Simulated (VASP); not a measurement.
A convergence study with VASP on Al (fcc): one setting is varied, all else stays as given below, so the limit is that of these other settings. Each run relaxes cell and ions from the cell shown.

```xyz
1
Lattice="0.0000 2.0250 2.0250 2.0250 0.0000 2.0250 2.0250 2.0250 0.0000" Properties=species:S:1:pos:R:3 pbc="T T T"
Al     0.0000     0.0000     0.0000
```

Computed with LDA (Ceperley-Alder, Perdew-Zunger), VASP's LDA PAW potentials (set 64) (plane waves; VASP). The tightest run used: 550 eV cut-off, 20×20×20 Γ-centred mesh, first-order Methfessel-Paxton smearing of 0.10 eV, potentials Al.

The settings run are 2×2×2 mesh; 3×3×3 mesh; 4×4×4 mesh; 5×5×5 mesh; 6×6×6 mesh; 7×7×7 mesh; 8×8×8 mesh; 9×9×9 mesh; 10×10×10 mesh; 11×11×11 mesh; 12×12×12 mesh; 14×14×14 mesh; 15×15×15 mesh; 16×16×16 mesh; 17×17×17 mesh; 18×18×18 mesh; 19×19×19 mesh; 20×20×20 mesh. From which on does the relaxed volume stay within 0.05 Å³/atom of the tightest run?

From 14×14×14 mesh on: it is off by 0.040 there and by no more than 0.05 in any finer run, while 12×12×12 mesh is off by 0.068.
```json
[
 {"setting": "2×2×2 mesh", "relaxed volume (Å³/atom)": "15.136", "E (eV/atom)": "-4.8905", "irreducible k-points": "3", "difference judged (Å³/atom)": "0.671"},
 {"setting": "3×3×3 mesh", "relaxed volume (Å³/atom)": "15.732", "E (eV/atom)": "-3.6052", "irreducible k-points": "4", "difference judged (Å³/atom)": "0.074"},
 {"setting": "4×4×4 mesh", "relaxed volume (Å³/atom)": "15.968", "E (eV/atom)": "-3.8910", "irreducible k-points": "8", "difference judged (Å³/atom)": "0.162"},
 {"setting": "5×5×5 mesh", "relaxed volume (Å³/atom)": "16.218", "E (eV/atom)": "-4.1266", "irreducible k-points": "10", "difference judged (Å³/atom)": "0.411"},
 {"setting": "6×6×6 mesh", "relaxed volume (Å³/atom)": "15.941", "E (eV/atom)": "-4.2553", "irreducible k-points": "16", "difference judged (Å³/atom)": "0.135"},
 {"setting": "7×7×7 mesh", "relaxed volume (Å³/atom)": "15.682", "E (eV/atom)": "-4.2393", "irreducible k-points": "20", "difference judged (Å³/atom)": "0.125"},
 {"setting": "8×8×8 mesh", "relaxed volume (Å³/atom)": "15.851", "E (eV/atom)": "-4.1846", "irreducible k-points": "29", "difference judged (Å³/atom)": "0.045"},
 {"setting": "9×9×9 mesh", "relaxed volume (Å³/atom)": "15.911", "E (eV/atom)": "-4.1598", "irreducible k-points": "35", "difference judged (Å³/atom)": "0.104"},
 {"setting": "10×10×10 mesh", "relaxed volume (Å³/atom)": "15.729", "E (eV/atom)": "-4.1715", "irreducible k-points": "47", "difference judged (Å³/atom)": "0.078"},
 {"setting": "11×11×11 mesh", "relaxed volume (Å³/atom)": "15.838", "E (eV/atom)": "-4.1987", "irreducible k-points": "56", "difference judged (Å³/atom)": "0.032"},
 {"setting": "12×12×12 mesh", "relaxed volume (Å³/atom)": "15.875", "E (eV/atom)": "-4.1992", "irreducible k-points": "72", "difference judged (Å³/atom)": "0.068"},
 {"setting": "14×14×14 mesh", "relaxed volume (Å³/atom)": "15.767", "E (eV/atom)": "-4.1844", "irreducible k-points": "104", "difference judged (Å³/atom)": "0.040"},
 {"setting": "15×15×15 mesh", "relaxed volume (Å³/atom)": "15.792", "E (eV/atom)": "-4.1917", "irreducible k-points": "120", "difference judged (Å³/atom)": "0.015"},
 {"setting": "16×16×16 mesh", "relaxed volume (Å³/atom)": "15.814", "E (eV/atom)": "-4.1975", "irreducible k-points": "145", "difference judged (Å³/atom)": "0.007"},
 {"setting": "17×17×17 mesh", "relaxed volume (Å³/atom)": "15.805", "E (eV/atom)": "-4.1936", "irreducible k-points": "165", "difference judged (Å³/atom)": "0.002"},
 {"setting": "18×18×18 mesh", "relaxed volume (Å³/atom)": "15.818", "E (eV/atom)": "-4.1885", "irreducible k-points": "195", "difference judged (Å³/atom)": "0.011"},
 {"setting": "19×19×19 mesh", "relaxed volume (Å³/atom)": "15.815", "E (eV/atom)": "-4.1867", "irreducible k-points": "220", "difference judged (Å³/atom)": "0.008"},
 {"setting": "20×20×20 mesh", "relaxed volume (Å³/atom)": "15.807", "E (eV/atom)": "-4.1908", "irreducible k-points": "256", "difference judged (Å³/atom)": "0.000"}
]
```

Left out are rungs that failed or repeat a setting and relaxations that didn't move; long series are thinned to 24 rows.

The compound is Al in the fcc structure.
